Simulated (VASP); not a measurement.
Data:

```xyz
4
Lattice="5.2926 0.0000 0.0000 -2.6463 4.5835 0.0000 0.0000 0.0000 5.8597" Properties=species:S:1:pos:R:3 pbc="T T T"
La     0.0000     3.0557     5.4934
La     2.6463     1.5278     2.5636
Si     0.0000     3.0557     2.5636
Si     2.6463     1.5278     5.4935
```

Calculation: PBEsol GGA, VASP's PBE PAW potentials (set 64) (plane waves; VASP). Numerical set-up: 400 eV cut-off, 8×8×6 Γ-centred mesh, tetrahedra with Blöchl corrections, potentials La Si.

Predict the energy per atom (σ→0), band gap (on the k-mesh) with the smallest direct gap where there is one.

The band gap (on the k-mesh) is none (metal, semimetal or under 0.01 eV) and the energy per atom (σ→0) is -5.522 eV/atom.

The structure was generated: LaSi was put into the wurtzite type (P6_3mc), which need not be its known phase. It was relaxed first, which changed the volume by -28 %. The relaxed cell has space group P6_3/mmc.
